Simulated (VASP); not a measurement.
Runs of VASP 6.6.1 on Mo2S. It takes space group P6/mmm (No. 191, hexagonal). Conventional cell: a = 4.254 Å, b = 4.254 Å, c = 3.070 Å, α = 90.00°, β = 90.00°, γ = 120.00°. Mo (site symmetry -6m2) is surrounded by 3 Mo at 2.46 Å. S (site symmetry 6/mmm) has 12 Mo at 2.90 Å and 2 S at 3.07 Å as nearest neighbours. The cell was built by a generator and needn't be a form met in nature.

| task | cell | k mesh | cutoff (eV) | mesh quality | gap on the mesh (eV) | pressure (GPa) | relaxed volume (Å³/atom) |
| --- | --- | --- | --- | --- | --- | --- | --- |
| relaxation of cell and atoms | relaxed | 6 × 6 × 6 | 600 | not flagged | none | -0.3 | 16.05 |
| single point | P6/mmm, 16.04 Å³/atom | 6 × 6 × 4 | 520 | coarse | none | (a) | - |
| single point | P6/mmm, 15.99 Å³/atom | 6 × 6 × 6 | 520 | not flagged | none | 0.5 | - |
| relaxation of cell and atoms | relaxed | 6 × 6 × 4 | 600 | coarse | none | 0.0 | 16.07 |

Alike in all rows: level PBE; potentials or basis VASP PAW PBE potentials, release 64 (Mo_sv, S); no spin polarisation; smearing gaussian 0.1 eV.

**Question.** Estimate the missing entries.

**Answer.** (a) 0.4.

Caveats: some runs use coarse meshes.

A k mesh can miss the band edges, and the runs leave out spin-orbit coupling on Mo.

A gap of «none» marks a metal or a gap under the smearing width.
